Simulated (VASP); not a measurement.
Energy against volume of CeO2 (fluorite). Method: PBE GGA, VASP's PBE PAW potentials (set 64) (plane waves; VASP 6.6.1). Numerical set-up: 520 eV cut-off, 7×7×7 Γ-centred mesh, Gaussian smearing of 0.050 eV, potentials Ce O.

| V (Å³/atom) | E (eV/atom) |
|---|---|
| 13.184 | -8.73560 |
| 13.591 | -8.74333 |
| 13.999 | -8.73781 |
| 14.407 | -8.72094 |

Fit these four points and predict the energy of the run at 12.776 Å³/atom.

A cubic in V^(−2/3), the third-order Birch-Murnaghan form, passes through the four points with V0 = 13.61 Å³/atom and B0 = 172 GPa, and gives -8.7123 eV/atom there. The run gave -8.7121 eV/atom, +0.2 meV/atom from the fit; all five points give B0 = 173 GPa.

The compound is CeO2 in the fluorite structure. It was relaxed first. The run is not spin-polarised, so no magnetic state was tried.
